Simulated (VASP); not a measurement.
A run of VASP 6.6.1:

Contents of INCAR:

```
SYSTEM = Ta3AsAu2O13
PREC = Accurate ; ENCUT = 520
EDIFF = 1E-7 ; ISMEAR = -1
SIGMA = 0.05 ; LREAL = .FALSE.
LASPH = .TRUE. ; NELM = 80
ALGO = Normal ; ISIF = 2
LWAVE = .FALSE. ; LCHARG = .TRUE.
GGA = PE ; LVHAR = .TRUE.
KPAR = 4
```

Contents of KPOINTS:

```
Automatic mesh
0
G
  7 7 3
  0 0 0
```

The input POSCAR:

```
Ta3AsAu2O13
1.0
    6.8006700000     -1.9216300000     -0.0262100000
    6.8006700000      1.9216300000     -0.0262100000
   -1.7222500000      0.0000000000     10.3728800000
Ta As Au O
3 1 2 13
Direct
    0.2983200000      0.2983200000      0.6304200000
    0.3583800000      0.3583800000      0.0038600000
    0.6415300000      0.6415300000      0.9984100000
    0.7021000000      0.7021000000      0.3624900000
    0.6017600000      0.6017600000      0.6318100000
    0.3998900000      0.3998900000      0.3657700000
    0.3425700000      0.3425700000      0.8055700000
    0.4163800000      0.4163800000      0.5563500000
    0.7815900000      0.7815900000      0.5938900000
    0.6595800000      0.6595800000      0.2007100000
    0.5909500000      0.5909500000      0.4348600000
    0.2189700000      0.2189700000      0.4115600000
    0.6154600000      0.6154600000      0.8221400000
    0.1440000000      0.1440000000      0.6409700000
    0.3830000000      0.3830000000      0.1794700000
    0.8449800000      0.8449800000      0.3582500000
    0.5005000000      0.5005000000      0.0025800000
    0.8126900000      0.8126900000      0.9923200000
    0.1873700000      0.1873700000      0.0085600000
```

Potentials or basis: VASP PAW PBE potentials, release 64 (Ta_pv, As, Au, O).

Run with:

```bash
$ cat potpaw_PBE.64/Ta_pv/POTCAR potpaw_PBE.64/As/POTCAR potpaw_PBE.64/Au/POTCAR potpaw_PBE.64/O/POTCAR > POTCAR
$ mpirun -np 4 vasp_std > vasp.out
```

Hardware: 4 MPI ranks on Intel(R) Xeon(R) 6975P-C (Granite Rapids) (shared host).

Question: Estimate the wall time of this run.

Answer: Wall time 7.1 min on 4 MPI ranks on Intel(R) Xeon(R) 6975P-C (Granite Rapids), with other jobs on the host, peak memory 1.1 GiB a rank. Counts: scf iterations 19, k points 44.
